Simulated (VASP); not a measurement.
Set up this calculation in VASP 6.6.1, as the native input.

```
Task                   : band structure
Functional             : PBEsol
Potentials or basis    : VASP PAW PBE potentials, release 64 (Ga_d, As, P)
Cutoff                 : 520 eV
k mesh                 : 2 × 2 × 2
Occupations            : gaussian, width 0.02 eV
Spin                   : no spin polarisation
Further INCAR settings : ALGO = Fast; EDIFF = 1e-07
```

Ga4AsP3:

```
Ga As P
1.0
    -2.89172    2.89172    0.00000
    -2.65025   -5.54197    2.62449
     2.75239    2.75239    5.31225
Ga As P
4 1 3
Direct
  0.99793 0.99586 0.99324
  0.75603 0.51206 0.25351
  0.49983 0.99965 0.50911
  0.24921 0.49843 0.75162
  0.56196 0.12392 0.18566
  0.31263 0.62526 0.43906
  0.06172 0.12343 0.68501
  0.81069 0.62139 0.93279
```

The cell comes from a database or a generator and needn't be the stable form of this composition.

One way to write it, as run:

POSCAR

```
Ga4AsP3                                 
1.0
   -2.8917170599      2.8917170599     -0.0000000000
   -2.6502530921     -5.5419701520      2.6244930405
    2.7523872011      2.7523872011      5.3122456272
  Ga              As              P             
     4     1     3
Direct
     0.9979312497030279    0.9958624994060554    0.9932441786100868
     0.7560283406998054    0.5120566813996109    0.2535079627340688
     0.4998263940917855    0.9996527881835711    0.5091113606413571
     0.2492134657332895    0.4984269314665790    0.7516220735275834
     0.5619621445652652    0.1239242891305306    0.1856563947051096
     0.3126277423654623    0.6252554847309245    0.4390585025986347
     0.0617166745846191    0.1234333491692383    0.6850078876250001
     0.8106939882567449    0.6213879765134900    0.9327916395581595
```

INCAR.step1

```
SYSTEM = Ga4AsP3
PREC = Accurate
ENCUT = 520
EDIFF = 1E-7
ISMEAR = 0
SIGMA = 0.02
LREAL = .FALSE.
LASPH = .TRUE.
NELM = 100
ALGO = Fast
ISIF = 2
LWAVE = .FALSE.
LCHARG = .TRUE.
GGA = PS
KPAR = 2
```

KPOINTS.step1

```
Automatic mesh
0
G
  2 2 2
  0 0 0
```

INCAR.step2

```
SYSTEM = Ga4AsP3
PREC = Accurate
ENCUT = 520
EDIFF = 1E-7
ISMEAR = 0
SIGMA = 0.05
LREAL = .FALSE.
LASPH = .TRUE.
NELM = 100
ALGO = Fast
ISIF = 2
LWAVE = .FALSE.
LCHARG = .FALSE.
GGA = PS
ICHARG = 11
KPAR = 2
```

KPOINTS.step2

```
path GYFLI,I1ZF1,YX1,XGN,MG
15
line-mode
reciprocal
 0.0000000000  0.0000000000  0.0000000000  G
 0.0000000000 -0.5000000000  1.0000000000  Y

 0.0000000000 -0.5000000000  1.0000000000  Y
 0.0000000000  0.2031250000  1.2812500000  F

 0.0000000000  0.2031250000  1.2812500000  F
 0.0000000000 -0.5000000000  0.5000000000  L

 0.0000000000 -0.5000000000  0.5000000000  L
 0.4687500000 -0.7343750000  0.5000000000  I

 0.5312500000 -0.2656250000 -0.5000000000  I1
 0.0000000000  0.0000000000 -0.5000000000  Z

 0.0000000000  0.0000000000 -0.5000000000  Z
 0.0000000000 -1.2031250000 -0.2812500000  F1

 0.0000000000 -0.5000000000  1.0000000000  Y
 0.3125000000 -0.6562500000  1.0000000000  X1

 0.6875000000 -0.3437500000  0.0000000000  X
 0.0000000000  0.0000000000  0.0000000000  G

 0.0000000000  0.0000000000  0.0000000000  G
 0.5000000000 -0.5000000000  0.5000000000  N

 0.5000000000 -0.5000000000  0.0000000000  M
 0.0000000000  0.0000000000  0.0000000000  G
```

Potentials or basis: VASP PAW PBE potentials, release 64 (Ga_d, As, P).

Command:

```bash
$ cat potpaw_PBE.64/Ga_d/POTCAR potpaw_PBE.64/As/POTCAR potpaw_PBE.64/P/POTCAR > POTCAR
$ cp INCAR.step1 INCAR
$ cp KPOINTS.step1 KPOINTS
$ mpirun -np 2 vasp_std > vasp.out
$ cp INCAR.step2 INCAR
$ cp KPOINTS.step2 KPOINTS
$ mpirun -np 2 vasp_std > vasp.out
```

Results of the run:

```json
{"Band gap on the k mesh": "0.65 eV, indirect (least direct gap 0.74 eV)", "Band gap along the path": "0.65 eV, indirect (least direct gap 0.74 eV)"}
```

Caveat: the k mesh is coarse (spacing up to 0.81 Å⁻¹), so the values aren't converged; the log is that of the step along the path at fixed density, whose energy, stress, charges and moments have no meaning.

It took 9.6 min on 2 MPI ranks on Intel(R) Xeon(R) Platinum 8488C (Sapphire Rapids), with other jobs on the host, peak memory 0.87 GiB a rank.
